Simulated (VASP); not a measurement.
All values below come from r2SCAN meta-GGA, VASP's PBE PAW potentials (set 64) (plane waves; VASP).

A VASP calculation is set up with these files.

**KPOINTS**
```
Automatic mesh
0
Gamma
15 15 15
0 0 0
```

**INCAR**
```
SYSTEM = Ta
PREC = Accurate
ENCUT = 520
EDIFF = 1E-7
NELM = 100
ALGO = Normal
LREAL = .FALSE.
LASPH = .TRUE.
ISMEAR = 1
SIGMA = 0.1
METAGGA = R2SCAN
LMIXTAU = .TRUE.
LMAXMIX = 6
LWAVE = .FALSE.
LCHARG = .FALSE.
ISIF = 2
```

### POSCAR
```
Ta
1.0
 -1.6689753969   1.6689753969   1.6689753969
  1.6689753969  -1.6689753969   1.6689753969
  1.6689753969   1.6689753969  -1.6689753969
Ta
1
Direct
  0.0000000000   0.0000000000   0.0000000000
```

POTCAR, in this order: Ta_pv (PBE.64 set). Program: vasp_std.

What VASP printed:

File OUTCAR:
```
 ion  position               nearest neighbor table
   1  0.000  0.000  0.000-
  LATTYP: Found a body centered cubic cell.
 ALAT       =     3.3379507938
 Subroutine PRICEL returns:
 Original cell was already a primitive cell.
 Subroutine GETGRP returns: Found 48 space group operations
The static configuration has the point symmetry O_h .
The dynamic configuration has the point symmetry O_h .
 Subroutine INISYM returns: Found 48 space group operations
 Subroutine IBZKPT returns following result:
 Found    120 irreducible k-points:

 Following reciprocal coordinates:
            Coordinates               Weight
  0.000000  0.000000  0.000000      1.000000
  0.066667  0.000000  0.000000     12.000000
  0.133333  0.000000  0.000000     12.000000
  0.200000  0.000000  0.000000     12.000000
  0.266667  0.000000  0.000000     12.000000
  0.333333  0.000000  0.000000     12.000000
  0.400000  0.000000  0.000000     12.000000
  0.466667  0.000000  0.000000     12.000000
  0.066667  0.066667  0.000000     24.000000
  0.133333  0.066667  0.000000     48.000000
  0.200000  0.066667 -0.000000     48.000000
  0.266667  0.066667  0.000000     48.000000
  0.333333  0.066667  0.000000     48.000000
  0.400000  0.066667  0.000000     48.000000
  0.466667  0.066667 -0.000000     24.000000
  0.133333  0.133333  0.000000     24.000000
  0.200000  0.133333 -0.000000     48.000000
  0.266667  0.133333  0.000000     48.000000
  0.333333  0.133333  0.000000     48.000000
  0.400000  0.133333  0.000000     48.000000
  0.200000  0.200000  0.000000     24.000000
  0.266667  0.200000  0.000000     48.000000
  0.333333  0.200000  0.000000     48.000000
  0.400000  0.200000  0.000000     24.000000
  0.266667  0.266667  0.000000     24.000000
...
```

File OSZICAR:
```
       N       E                     dE             d eps       ncg     rms          rms(c)
DAV:   1     0.780325467315E+01    0.78033E+01   -0.67782E+03  2160   0.120E+03
DAV:   2    -0.511752306230E+02   -0.58978E+02   -0.58081E+02  2768   0.250E+02
DAV:   3    -0.519185246739E+02   -0.74329E+00   -0.72386E+00  2572   0.279E+01
DAV:   4    -0.519256325447E+02   -0.71079E-02   -0.70989E-02  2641   0.187E+00
DAV:   5    -0.519257086560E+02   -0.76111E-04   -0.76103E-04  2483   0.152E-01    0.136E+01
DAV:   6    -0.480916885160E+02    0.38340E+01   -0.14566E+00  2238   0.167E+01    0.525E+00
DAV:   7    -0.486306708668E+02   -0.53898E+00   -0.23744E-01  2175   0.637E+00    0.162E+00
DAV:   8    -0.482149300292E+02    0.41574E+00   -0.34778E-01  2189   0.720E+00    0.753E-01
DAV:   9    -0.485288361252E+02   -0.31391E+00   -0.58851E-02  2206   0.222E+00    0.407E-01
DAV:  10    -0.485608864296E+02   -0.32050E-01   -0.54902E-03  2209   0.866E-01    0.365E-01
DAV:  11    -0.485679651510E+02   -0.70787E-02   -0.80887E-03  2219   0.110E+00    0.143E-01
DAV:  12    -0.485695705271E+02   -0.16054E-02   -0.72879E-04  2219   0.372E-01    0.568E-02
DAV:  13    -0.485693121615E+02    0.25837E-03   -0.18171E-04  2193   0.165E-01    0.586E-02
DAV:  14    -0.485693066520E+02    0.55095E-05   -0.81448E-06  2903   0.368E-02    0.480E-02
DAV:  15    -0.485693036433E+02    0.30087E-05   -0.21571E-05  2266   0.610E-02    0.252E-02
DAV:  16    -0.485692986733E+02    0.49700E-05   -0.13522E-05  2326   0.454E-02    0.266E-03
DAV:  17    -0.485692997994E+02   -0.11261E-05   -0.32104E-07  2314   0.881E-03    0.312E-03
DAV:  18    -0.485692992819E+02    0.51757E-06   -0.32231E-07  2211   0.786E-03    0.759E-04
DAV:  19    -0.485692996705E+02   -0.38862E-06   -0.10619E-08  1093   0.143E-03    0.416E-04
DAV:  20    -0.485692995589E+02    0.11156E-06   -0.26696E-09  1087   0.628E-04    0.347E-04
DAV:  21    -0.485692996359E+02   -0.77014E-07   -0.14643E-09  1089   0.503E-04
   1 F= -.48569300E+02 E0= -.48569208E+02  d E =-.273667E-03
```

### OUTCAR
```
------------------------ aborting loop because EDIFF is reached ----------------------------------------
  FORCE on cell =-STRESS in cart. coord.  units (eV):
  Direction    XX          YY          ZZ          XY          YZ          ZX
  --------------------------------------------------------------------------------------
  Total       -0.6064858     -0.6064858     -0.6064858      0.0000000      0.0000000      0.0000000
  in kB      -52.2542278    -52.2542278    -52.2542278      0.0000000      0.0000000      0.0000000
  external PRESSURE =     -52.2542278 kB  Pullay stress =       0.0000000 kB
  volume of cell :       18.60
      direct lattice vectors                 reciprocal lattice vectors
    -1.668975397  1.668975397  1.668975397     0.000000000  0.299585003  0.299585003
     1.668975397 -1.668975397  1.668975397     0.299585003  0.000000000  0.299585003
     1.668975397  1.668975397 -1.668975397     0.299585003  0.299585003  0.000000000
 POSITION                                       TOTAL-FORCE (eV/Angst)
 -----------------------------------------------------------------------------------
      0.00000      0.00000      0.00000        -0.000000      0.000000     -0.000000
 -----------------------------------------------------------------------------------
    total drift:                                0.000000      0.000000      0.000000
  FREE ENERGIE OF THE ION-ELECTRON SYSTEM (eV)
  ---------------------------------------------------
  free  energy   TOTEN  =       -48.5692996359 eV

  energy  without entropy=      -48.5690259690  energy(sigma->0) =      -48.56920841
```
(Selected blocks of OUTCAR.)

The compound is Ta in the bcc structure. This cell is one point of a volume scan, at 1.03 of the reference volume.
